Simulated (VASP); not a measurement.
All values below come from PBE GGA with spin-orbit coupling, VASP's PBE PAW potentials (set 64) (plane waves; VASP).

VASP ran on this input.

**POSCAR**
```
SnO
3.8677920
  0.9999999415   0.0000000000   0.0000000000
  0.0000000000   0.9999999415   0.0000000000
  0.0000000000   0.0000000000   1.3063374516
Sn O
2 2
Direct
  0.5000000000   0.0000000000   0.7698230672
  1.0000000000   0.5000000000   0.2301769328
  0.5000000000   0.5000000000   1.0000000000
  0.0000000000   1.0000000000   1.0000000000
```

KPOINTS:
```
Automatic mesh
0
Gamma
5 5 4
0 0 0
```

INCAR:
```
# general
SYSTEM    =SnO
PREC      =Accurate
ENCUT     =520
LREAL     =.False.
LASPH     =.True.

# electronic loop
EDIFF     =1E-6
NELM      =100
ALGO      =Normal
LMAXMIX   =4

# smearing
ISMEAR    =0
SIGMA     =0.05

# functional
GGA       =PE
GGA_COMPAT=.False.

# spin
MAGMOM    =12*0
LSORBIT   =.True.

# output
LWAVE     =.False.
LCHARG    =.False.
```

### KPOINTS_OPT
```
k-points along high-symmetry lines
5
Line-mode
Reciprocal
  0.000000   0.000000   0.000000 ! GAMMA
  0.000000   0.500000   0.000000 ! X

  0.000000   0.500000   0.000000 ! X
  0.500000   0.500000   0.000000 ! M

  0.500000   0.500000   0.000000 ! M
  0.000000   0.000000   0.000000 ! GAMMA

  0.000000   0.000000   0.000000 ! GAMMA
  0.000000   0.000000   0.500000 ! Z

  0.000000   0.000000   0.500000 ! Z
  0.000000   0.500000   0.500000 ! R

  0.000000   0.500000   0.500000 ! R
  0.500000   0.500000   0.500000 ! A

  0.500000   0.500000   0.500000 ! A
  0.000000   0.000000   0.500000 ! Z

  0.000000   0.500000   0.000000 ! X
  0.000000   0.500000   0.500000 ! R

  0.500000   0.500000   0.000000 ! M
  0.500000   0.500000   0.500000 ! A
```

POTCAR, in this order: Sn_d O (PBE.64 set). Program: vasp_ncl.

The run wrote:

OSZICAR:
```
       N       E                     dE             d eps       ncg     rms          rms(c)
DAV:   1     0.516946792678E+03    0.51695E+03   -0.19088E+04  1888   0.249E+03
DAV:   2     0.774784288326E+02   -0.43947E+03   -0.42368E+03  1792   0.721E+02
DAV:   3    -0.184765839118E+02   -0.95955E+02   -0.91799E+02  2008   0.251E+02
DAV:   4    -0.262867594919E+02   -0.78102E+01   -0.77135E+01  2008   0.766E+01
DAV:   5    -0.265942488704E+02   -0.30749E+00   -0.30719E+00  1992   0.152E+01    0.116E+01
DAV:   6    -0.227717705151E+02    0.38225E+01   -0.19169E+01  2992   0.555E+01    0.479E+00
DAV:   7    -0.228188341786E+02   -0.47064E-01   -0.25735E+00  1880   0.107E+01    0.267E+00
DAV:   8    -0.228273709865E+02   -0.85368E-02   -0.66728E-01  2640   0.626E+00    0.115E+00
DAV:   9    -0.227992224706E+02    0.28149E-01   -0.16654E-01  2584   0.466E+00    0.339E-01
DAV:  10    -0.228008142261E+02   -0.15918E-02   -0.17612E-02  2096   0.104E+00    0.194E-01
DAV:  11    -0.228021004914E+02   -0.12863E-02   -0.68977E-03  2928   0.773E-01    0.201E-01
DAV:  12    -0.228012672478E+02    0.83324E-03   -0.24914E-03  2664   0.541E-01    0.483E-02
DAV:  13    -0.228012900336E+02   -0.22786E-04   -0.81680E-04  2408   0.199E-01    0.290E-02
DAV:  14    -0.228012839575E+02    0.60761E-05   -0.95264E-05  2312   0.123E-01    0.100E-02
DAV:  15    -0.228012842541E+02   -0.29657E-06   -0.95610E-06  2048   0.227E-02
   1 F= -.22801284E+02 E0= -.22801284E+02  d E =-.258809E-11  mag=    -0.0000    -0.0000    -0.0000
       N       E                     dE             ncg
       N       E                     dE             ncg
       N       E                     dE             ncg
```

### OUTCAR
```
------------------------ aborting loop because EDIFF is reached ----------------------------------------
  FORCE on cell =-STRESS in cart. coord.  units (eV):
  Direction    XX          YY          ZZ          XY          YZ          ZX
  --------------------------------------------------------------------------------------
  Total       -0.0056211     -0.0056211     -0.0022416      0.0000000      0.0000000      0.0000000
  in kB       -0.1191483     -0.1191483     -0.0475136      0.0000000      0.0000000      0.0000000
  external PRESSURE =      -0.0952700 kB  Pullay stress =       0.0000000 kB
  volume of cell :       75.59
      direct lattice vectors                 reciprocal lattice vectors
     3.867791774  0.000000000  0.000000000     0.258545459  0.000000000  0.000000000
     0.000000000  3.867791774  0.000000000     0.000000000  0.258545459  0.000000000
     0.000000000  0.000000000  5.052641545     0.000000000  0.000000000  0.197916276
 POSITION                                       TOTAL-FORCE (eV/Angst)
 -----------------------------------------------------------------------------------
      1.93390      0.00000      3.88964         0.000000      0.000000     -0.002336
      0.00000      1.93390      1.16300        -0.000000      0.000000      0.002336
      1.93390      1.93390      0.00000        -0.000000      0.000000      0.000000
      0.00000      0.00000      0.00000        -0.000000     -0.000000      0.000000
 -----------------------------------------------------------------------------------
    total drift:                                0.000000      0.000000     -0.000000
  FREE ENERGIE OF THE ION-ELECTRON SYSTEM (eV)
  ---------------------------------------------------
  free  energy   TOTEN  =       -22.8012842541 eV

  energy  without entropy=      -22.8012842541  energy(sigma->0) =      -22.80128425

 Ion:    1  E_soc:     -0.0761306

 Ion:    2  E_soc:     -0.0761306

 Ion:    3  E_soc:     -0.0004079

 Ion:    4  E_soc:     -0.0004079
```
(Selected blocks of OUTCAR.)

Without a dispersion term in the relaxation, distances and binding between the weakly bound layers, chains or molecules are unreliable, and so is what depends on them.

The compound is SnO in the litharge structure. It was relaxed first, which changed the volume by +8 %.
